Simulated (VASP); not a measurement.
# Adsorption sites of H on Cu(100), part 3 of 6

Where does H sit on Cu(100), and how strongly does it bind?

VASP 6.6.1, plane waves and PAW; the level of theory is named at each step.

So far. Step 3 (The bulk reference, job self-consistent run, k-mesh …): The run ends at a pressure of 0.87 GPa. Step 4 (Relaxing the slab): The run ended after 4 ionic steps, 0.019 eV below its first step, once the forces on the free atoms met EDIFFG = -0.03.

### Step 5. Vacuum level and density of states

Level of this step: RPBE; plane waves and PAW (Cu) (VASP).

A static run writes the electrostatic potential without exchange and correlation (LVHAR), which is flat in the vacuum and gives the level to count from. The dipole correction cancels the field that unlike faces would set up across the vacuum.

Input file INCAR:

```
SYSTEM = Cu
PREC = Normal
ENCUT = 330
EDIFF = 1E-06
NELM = 120
ISMEAR = 1
SIGMA = 0.15
LREAL = Auto
ALGO = Fast
GGA = RP
NBANDS = 109
LASPH = .TRUE.
LORBIT = 11
LWAVE = .FALSE.
LCHARG = .FALSE.
KPAR = 2
NCORE = 2
IDIPOL = 3
LDIPOL = .TRUE.
DIPOL = 0.5 0.5 0.5
LVHAR = .TRUE.
LVACPOTAV = .TRUE.
NEDOS = 1500
```

Input file POSCAR:

```
Cu
1.0
    5.1926374917      0.0000000000      0.0000000000
    0.0000000000      5.1926374917      0.0000000000
    0.0000000000      0.0000000000     20.5076237739
Cu
16
Selective dynamics
Direct
    0.2500000000      0.2500000000      0.3657176500  F F F
    0.7500000000      0.2500000000      0.3657176500  F F F
    0.2500000000      0.7500000000      0.3657176500  F F F
    0.7500000000      0.7500000000      0.3657176500  F F F
    0.0000000000      0.0000000000      0.4552392200  F F F
    0.5000000000      0.0000000000      0.4552392200  F F F
    0.0000000000      0.5000000000      0.4552392200  F F F
    0.5000000000      0.5000000000      0.4552392200  F F F
    0.2500000000      0.2500000000      0.5460484975  T T T
    0.7500000000      0.2500000000      0.5460484975  T T T
    0.2500000000      0.7500000000      0.5460484975  T T T
    0.7500000000      0.7500000000      0.5460484975  T T T
    0.0000000000      0.0000000000      0.6333476706  T T T
    0.5000000000      0.0000000000      0.6333476706  T T T
    0.0000000000      0.5000000000      0.6333476706  T T T
    0.5000000000      0.5000000000      0.6333476706  T T T
```

Input file KPOINTS:

```
Automatic mesh
0
Gamma
5 5 1
0 0 0
```

The projector-augmented-wave data sets are Cu (PBE family, release 64).

Launch:

```
> mpirun -np 4 vasp_std
```

The program printed:

```text
[... set-up lines as in an earlier step ...]
 entering main loop
       N       E                     dE             d eps       ncg     rms          rms(c)
DAV:   1     0.143123244538E+04    0.14312E+04   -0.57466E+04  1308   0.144E+03
DAV:   2     0.954249686990E+02   -0.13358E+04   -0.12862E+04  1308   0.369E+02
DAV:   3    -0.516599504109E+02   -0.14708E+03   -0.13371E+03  1365   0.173E+02
DAV:   4    -0.582384817175E+02   -0.65785E+01   -0.64694E+01  1435   0.497E+01
DAV:   5    -0.584020303117E+02   -0.16355E+00   -0.16314E+00  1512   0.611E+00    0.263E+01
RMM:   6    -0.527905022185E+02    0.56115E+01   -0.12136E+02  1393   0.850E+01    0.151E+01
RMM:   7    -0.479824850266E+02    0.48080E+01   -0.25446E+01  1344   0.425E+01    0.236E+00
RMM:   8    -0.480393679479E+02   -0.56883E-01   -0.19063E+00  1427   0.638E+00    0.240E+00
RMM:   9    -0.480042858738E+02    0.35082E-01   -0.59747E-01  1443   0.490E+00    0.624E-01
RMM:  10    -0.480248749194E+02   -0.20589E-01   -0.21094E-01  1657   0.167E+00    0.750E-01
RMM:  11    -0.480042639417E+02    0.20611E-01   -0.27872E-02  1439   0.107E+00    0.344E-01
RMM:  12    -0.479990426810E+02    0.52213E-02   -0.11113E-02  1475   0.632E-01    0.238E-01
RMM:  13    -0.479969190042E+02    0.21237E-02   -0.74534E-03  1449   0.507E-01    0.200E-01
RMM:  14    -0.479955349471E+02    0.13841E-02   -0.43160E-03  1454   0.390E-01    0.734E-02
RMM:  15    -0.479952843835E+02    0.25056E-03   -0.15424E-03  1651   0.170E-01    0.484E-02
RMM:  16    -0.479955319997E+02   -0.24762E-03   -0.88458E-04  1517   0.105E-01    0.410E-02
RMM:  17    -0.479957792930E+02   -0.24729E-03   -0.26244E-04  1485   0.822E-02    0.218E-02
RMM:  18    -0.479961151725E+02   -0.33588E-03   -0.11392E-04  1496   0.449E-02    0.776E-03
RMM:  19    -0.479961681692E+02   -0.52997E-04   -0.43595E-05  1540   0.270E-02    0.383E-03
RMM:  20    -0.479962360007E+02   -0.67831E-04   -0.29572E-05  1446   0.189E-02    0.666E-03
RMM:  21    -0.479962725764E+02   -0.36576E-04   -0.94802E-06  1409   0.195E-02    0.281E-03
RMM:  22    -0.479963185849E+02   -0.46009E-04   -0.48961E-06  1095   0.111E-02    0.308E-03
RMM:  23    -0.479963342621E+02   -0.15677E-04   -0.15310E-06   902   0.732E-03    0.628E-04
RMM:  24    -0.479963415833E+02   -0.73212E-05   -0.80960E-07   900   0.370E-03    0.784E-04
RMM:  25    -0.479963428804E+02   -0.12971E-05   -0.38265E-07   839   0.419E-03    0.927E-04
RMM:  26    -0.479963431968E+02   -0.31641E-06   -0.13804E-07   807   0.271E-03
 -----------------------------------------------------------------------------
|                                                                             |
|           W    W    AA    RRRRR   N    N  II  N    N   GGGG   !!!           |
|           W    W   A  A   R    R  NN   N  II  NN   N  G    G  !!!           |
|           W    W  A    A  R    R  N N  N  II  N N  N  G       !!!           |
|           W WW W  AAAAAA  RRRRR   N  N N  II  N  N N  G  GGG   !            |
|           WW  WW  A    A  R   R   N   NN  II  N   NN  G    G                |
|           W    W  A    A  R    R  N    N  II  N    N   GGGG   !!!           |
|                                                                             |
|     Did not find any points to average over, which means that no vacuum     |
|     field-free region was found. Please increase the size of  your cell     |
|     in the dimension of the dipole correction to obtain accurate            |
|     workfunction values.                                                    |
|                                                                             |
 -----------------------------------------------------------------------------

   1 F= -.47996343E+02 E0= -.47993673E+02  d E =-.801095E-02
```

It took 32 s on 4 MPI ranks of AMD EPYC 9R45, shared host; peak memory 0.72 GiB.

From OUTCAR (step 5):

```text
   NELECT =     176.0000    total number of electrons

 dipolmoment           0.000000      0.000000     -0.002230 electrons x Angstroem

 E-fermi :  -0.1413

 k-point     1 :       0.0000    0.0000    0.0000
  band No.  band energies     occupation
    ...
     88      -0.4485      2.01366
     89      -0.1757      1.37647
     90      -0.1757      1.37647
     91      -0.1509      1.10818
     92      -0.1509      1.10818
     93       1.0565     -0.00000
     94       2.3295     -0.00000
     95       2.3295     -0.00000
     96       3.0192      0.00000
     97       3.0192      0.00000
    ...

  Total       -3.9955725     -3.9955725     -1.5382223      0.0000000      0.0000000      0.0000000
  in kB      -11.5770589    -11.5770589     -4.4569560      0.0000000      0.0000000      0.0000000
  external PRESSURE =      -9.2036913 kB  Pullay stress =       0.0000000 kB

 POSITION                                       TOTAL-FORCE (eV/Angst)
 -----------------------------------------------------------------------------------
      1.29816      1.29816      7.50000         0.000000     -0.000000      0.169025
      3.89448      1.29816      7.50000        -0.000000      0.000000      0.169025
      1.29816      3.89448      7.50000         0.000000     -0.000000      0.169025
      3.89448      3.89448      7.50000         0.000000     -0.000000      0.169025
      0.00000      0.00000      9.33587         0.000000     -0.000000     -0.147982
      2.59632      0.00000      9.33587         0.000000      0.000000     -0.147982
      0.00000      2.59632      9.33587        -0.000000      0.000000     -0.147982
      2.59632      2.59632      9.33587        -0.000000      0.000000     -0.147982
      1.29816      1.29816     11.19816        -0.000000     -0.000000     -0.002048
      3.89448      1.29816     11.19816        -0.000000     -0.000000     -0.002048
      1.29816      3.89448     11.19816        -0.000000      0.000000     -0.002048
      3.89448      3.89448     11.19816         0.000000     -0.000000     -0.002048
      0.00000      0.00000     12.98846         0.000000     -0.000000     -0.018996
      2.59632      0.00000     12.98846        -0.000000     -0.000000     -0.018996
      0.00000      2.59632     12.98846        -0.000000      0.000000     -0.018996
      2.59632      2.59632     12.98846         0.000000      0.000000     -0.018996
 -----------------------------------------------------------------------------------
    total drift:                                0.000000      0.000000     -0.000923

  FREE ENERGIE OF THE ION-ELECTRON SYSTEM (eV)
  ---------------------------------------------------
  free  energy   TOTEN  =       -47.9963431968 eV

  energy  without entropy=      -47.9883322458  energy(sigma->0) =      -47.99367288

 vacuum level on the upper side and lower side of the slab         4.162         4.177

[... 7 parts as in an earlier step ...]

[... 10 further parts left out ...]
```

This step gave:

```
electronic cycles                          : 26
Fermi energy                               : -0.1413 eV
dipole moment                              : 0, 0, -0.00223 e·Å
vacuum levels                              : 4.162, 4.177 eV
work functions of the upper and lower face : 4.303, 4.318 eV
```

The planar average of the electrostatic potential oscillates, so the rows of the table below give means over windows of 1 Å about each position, cut where the curve ends. Its maxima inside the range that stand out by 2 % of the span (Å: eV): 8.4: -1.07, 10.3: -0.863, 12.1: -1.60. Its minima: 7.5: -12.0, 9.3: -12.2, 11.2: -12.2, 13.0: -12.0.

Zero at the Fermi level. The planar average of the electrostatic potential by height; means over each step:

height (Å), planar average of the electrostatic potential (eV) and a bar from the least value:
```
        0        4.3 ##############################
        1        4.3 ##############################
        2        4.3 ##############################
        3        4.3 ##############################
        4        4.3 ##############################
        5        4.2 ##############################
        6        3.3 ############################
        7       -5.9 #########
        8       -6.6 #######
        9       -8.4 ###
       10       -5.0 ##########
       11       -9.6 #
       12       -4.8 ###########
       13      -10.0 
       14        0.6 ######################
       15        4.0 #############################
       16        4.3 ##############################
       17        4.3 ##############################
       18        4.3 ##############################
       19        4.3 ##############################
       20        4.3 ##############################
```

Density of states in the PAW spheres, an atom over height of the layer and energy from the Fermi level.

Values in states/eV, 22 rows by 4 columns, each cell a mean:
```
0.31 0.34 0.34 0.31
0.15 0.18 0.19 0.15
0.29 0.28 0.28 0.29
0.20 0.19 0.19 0.20
0.92 0.57 0.57 0.90
5.51 3.66 3.68 5.31
5.34 3.66 3.53 5.30
4.56 2.92 2.72 4.52
2.98 3.74 3.86 3.04
1.97 2.90 2.73 1.89
1.28 2.25 2.24 1.37
0.87 2.52 2.69 0.99
0.42 1.08 1.21 0.50
0.25 0.50 0.54 0.27
0.14 0.25 0.26 0.15
0.06 0.11 0.11 0.07
0.10 0.13 0.13 0.10
0.07 0.12 0.13 0.07
0.07 0.11 0.11 0.08
0.01 0.02 0.02 0.01
0.03 0.11 0.11 0.04
0.01 0.03 0.04 0.01
```
Columns: height of the layer (Å) from 7.5 to 13; rows upwards: energy from the Fermi level (eV) from -7.9 to 0.5.

Force by atom:

```
atom  x (eV/Å)  y (eV/Å)  z (eV/Å)   size
 Cu1     0.000     0.000     0.169  0.169
 Cu2     0.000     0.000     0.169  0.169
 Cu3     0.000     0.000     0.169  0.169
 Cu4     0.000     0.000     0.169  0.169
 Cu5     0.000     0.000    -0.148  0.148
 Cu6     0.000     0.000    -0.148  0.148
 Cu7     0.000     0.000    -0.148  0.148
 Cu8     0.000     0.000    -0.148  0.148
 Cu9     0.000     0.000    -0.002  0.002
Cu10     0.000     0.000    -0.002  0.002
Cu11     0.000     0.000    -0.002  0.002
Cu12     0.000     0.000    -0.002  0.002
Cu13     0.000     0.000    -0.019  0.019
Cu14     0.000     0.000    -0.019  0.019
Cu15     0.000     0.000    -0.019  0.019
Cu16     0.000     0.000    -0.019  0.019
```

The map of layer states is cut here 0.5 eV above the Fermi level, so it leaves out the states above that.

The vacuum level lies 4.30 eV above the Fermi level at the upper face; both faces agree, as the slab has next to no dipole.

The program found no field-free point at its default tolerance, but its printed level agrees with the flat part of the planar average.

On this mesh the fine structure of the density of states is sampling noise, and high empty states may be cut by the number of bands.

### Step 6. Relaxing the atoms

This step: RPBE; plane waves and PAW (H) (VASP 6.6.1).

System of this step: H2. The cell holds 2 atoms: 2 H. Its edges and angles: a = 11.000 Å, b = 11.500 Å, c = 13.000 Å, α = 90.0°, β = 90.0°, γ = 90.0°. Vacuum lies along a, b and c.

The reference for H is the H2 molecule, relaxed in a box at the cutoff of the large cell.

Input file INCAR:

```
SYSTEM = H
PREC = Normal
ENCUT = 330
EDIFF = 1E-05
NELM = 120
ISMEAR = 0
SIGMA = 0.01
LREAL = .FALSE.
ALGO = Fast
GGA = RP
NBANDS = 7
LORBIT = 11
LWAVE = .FALSE.
LCHARG = .FALSE.
NCORE = 4
IBRION = 2
NSW = 20
ISIF = 2
EDIFFG = -0.03
POTIM = 0.4
MAXMIX = 40
ISYM = 0
```

Input file POSCAR:

```
H
1.0
   11.0000000000      0.0000000000      0.0000000000
    0.0000000000     11.5000000000      0.0000000000
    0.0000000000      0.0000000000     13.0000000000
H
2
Direct
    0.5000000000      0.5000000000      0.4715384600
    0.5000000000      0.5000000000      0.5284615400
```

Input file KPOINTS:

```
Automatic mesh
0
Gamma
1 1 1
0 0 0
```

PAW data sets: H (PBE family, release 64).

Launch:

```
> mpirun -np 4 vasp_gam
```

The program printed:

```text
[banner, memory and clock lines left out]
running    4 mpi-ranks, on    1 nodes
 distrk:  each k-point on    4 cores,    1 groups
 distr:  one band on    4 cores,    1 groups

 POSCAR found type information on POSCAR H
 POSCAR found :  1 types and       2 ions
 [... a notice as in an earlier step ...]

 LDA part: xc-table for (Slater+PW92), standard interpolation
 POSCAR, INCAR and KPOINTS ok, starting setup
 FFT: planning ... GRIDC
 FFT: planning ... GRID_SOFT
 FFT: planning ... GRID
 WAVECAR not read
 entering main loop
       N       E                     dE             d eps       ncg     rms          rms(c)
DAV:   1     0.509395015325E+01    0.50940E+01   -0.40919E+02    14   0.104E+02
DAV:   2    -0.723065291697E+01   -0.12325E+02   -0.12325E+02    21   0.296E+01
DAV:   3    -0.766365621966E+01   -0.43300E+00   -0.43300E+00    21   0.105E+01
DAV:   4    -0.766410581258E+01   -0.44959E-03   -0.44959E-03    14   0.444E-01
DAV:   5    -0.766410765667E+01   -0.18441E-05   -0.18441E-05    14   0.293E-02    0.459E+00
RMM:   6    -0.721138591110E+01    0.45272E+00   -0.13957E-01    14   0.137E+00    0.258E+00
RMM:   7    -0.694689416300E+01    0.26449E+00   -0.51415E-01    14   0.272E+00    0.361E-01
RMM:   8    -0.695808251957E+01   -0.11188E-01   -0.25445E-02    14   0.760E-01    0.348E-01
RMM:   9    -0.694901870332E+01    0.90638E-02   -0.10328E-02    14   0.444E-01    0.839E-02
RMM:  10    -0.695174157708E+01   -0.27229E-02   -0.27642E-03    14   0.240E-01    0.186E-02
RMM:  11    -0.695347928616E+01   -0.17377E-02   -0.12837E-03    14   0.148E-01    0.491E-02
RMM:  12    -0.695461181770E+01   -0.11325E-02   -0.28789E-04    14   0.617E-02    0.136E-02
RMM:  13    -0.695511115924E+01   -0.49934E-03   -0.14735E-04    14   0.433E-02    0.133E-02
RMM:  14    -0.695537093915E+01   -0.25978E-03   -0.26913E-05    14   0.188E-02    0.535E-03
RMM:  15    -0.695540285088E+01   -0.31912E-04   -0.23252E-06    13   0.559E-03    0.238E-03
RMM:  16    -0.695545084625E+01   -0.47995E-04   -0.12269E-06    13   0.459E-03    0.991E-04
RMM:  17    -0.695545532051E+01   -0.44743E-05   -0.34559E-07    13   0.219E-03
   1 F= -.69554553E+01 E0= -.69554553E+01  d E =-.695546E+01
 curvature:   0.00 expect dE= 0.000E+00 dE for cont linesearch  0.000E+00
 trial: gam= 0.00000 g(F)=  0.561E-02 g(S)=  0.000E+00 ort = 0.000E+00 (trialstep = 0.100E+01)
 search vector abs. value=  0.561E-02
 bond charge predicted
       N       E                     dE             d eps       ncg     rms          rms(c)
DAV:   1    -0.695425823505E+01    0.11926E-02   -0.13000E-01    14   0.193E+00    0.176E-01
RMM:   2    -0.695374219353E+01    0.51604E-03   -0.44652E-04    14   0.119E-01    0.113E-01
RMM:   3    -0.695362687016E+01    0.11532E-03   -0.55242E-04    14   0.865E-02    0.248E-02
RMM:   4    -0.695364207551E+01   -0.15205E-04   -0.93490E-05    14   0.403E-02    0.691E-03
RMM:   5    -0.695365498470E+01   -0.12909E-04   -0.12309E-05    14   0.162E-02    0.793E-04
RMM:   6    -0.695366033804E+01   -0.53533E-05   -0.30603E-06    13   0.856E-03
   2 F= -.69536603E+01 E0= -.69536603E+01  d E =0.179498E-02
 trial-energy change:    0.001795  1 .order    0.001623   -0.005607    0.008854
 step:   0.3711(harm=  0.3877)  dis= 0.00386  next Energy=    -6.956487 (dE=-0.103E-02)
 bond charge predicted
       N       E                     dE             d eps       ncg     rms          rms(c)
DAV:   1    -0.695672282058E+01   -0.30678E-02   -0.51008E-02    14   0.120E+00    0.110E-01
RMM:   2    -0.695648859488E+01    0.23423E-03   -0.68009E-04    14   0.996E-02    0.354E-03
RMM:   3    -0.695649394247E+01   -0.53476E-05   -0.26913E-05    14   0.245E-02
   3 F= -.69564939E+01 E0= -.69564939E+01  d E =-.103862E-02
 curvature:  -0.19 expect dE=-0.159E-06 dE for cont linesearch -0.159E-06
 trial: gam= 0.00000 g(F)=  0.822E-06 g(S)=  0.000E+00 ort =-0.679E-04 (trialstep = 0.874E+00)
 search vector abs. value=  0.822E-06
 reached required accuracy - stopping structural energy minimisation
```

It took 3.8 s on 4 MPI ranks; peak memory 0.69 GiB; 13 s of CPU time.

OUTCAR, selected parts (step 6):

```text
   k-points           NKPTS =      1   k-points in BZ     NKDIM =      1   number of bands    NBANDS=      7

   ENCUT  =  330.0 eV  24.25 Ry    4.92 a.u.  16.29 17.03 19.26*2*pi/ulx,y,z

   NELECT =       2.0000    total number of electrons

 E-fermi : -10.2981

 k-point     1 :       0.0000    0.0000    0.0000
  band No.  band energies     occupation
      1     -10.3654      2.00000
      2      -0.1558      0.00000
      3       0.1665      0.00000
      4       0.7274      0.00000
      5       0.7480      0.00000
      6       0.7955      0.00000
    ...

  Total       -0.2464451     -0.2549727     -0.2959463     -0.0000000      0.0000000     -0.0000000
  in kB       -0.2401026     -0.2484107     -0.2883298     -0.0000000      0.0000000     -0.0000000
  external PRESSURE =      -0.2589477 kB  Pullay stress =       0.0000000 kB

 POSITION                                       TOTAL-FORCE (eV/Angst)
 -----------------------------------------------------------------------------------
      5.50000      5.75000      6.12614         0.000000     -0.000000      0.003263
      5.50000      5.75000      6.87386        -0.000000      0.000000     -0.003263
 -----------------------------------------------------------------------------------
    total drift:                               -0.000000      0.000000      0.000004

  FREE ENERGIE OF THE ION-ELECTRON SYSTEM (eV)
  ---------------------------------------------------
  free  energy   TOTEN  =        -6.9564939425 eV

  energy  without entropy=       -6.9564939425  energy(sigma->0) =       -6.95649394

[... 1 part as in an earlier step ...]

[... 7 further parts left out ...]
```

Step by step:

```csv
step,energy less that of the first step (eV),largest force (eV/Å)
1,0.0000,0.2695
2,0.0018,0.4256
3,-0.0010,0.0033
```

This step gave:

| Property | Result |
| --- | --- |
| electrons | 2 |
| free energy (TOTEN) | -6.956 eV |
| gap between the highest filled and lowest empty level | 10.21 eV |

The run ended after 3 ionic steps, 0.001 eV below its first step, once the forces on the free atoms met EDIFFG = -0.03.

Energy at zero smearing: -6.95649 eV.

[end of part 3 of 6]

[Lines on the potential files, build, host, timing and source positions are cut from VASP's logs without a mark.]

[Logs are printed without paths, hosts, clocks, repeated set-up lines and the standing remarks that a program may print on its own settings, such as how far it seeks lower states.]

[Hosts, paths, dates, database ids (printed as entryN), source tags and the programs' standing remarks are cut or masked in the printed files.]

[Runs that stopped without an error message from VASP are left out.]
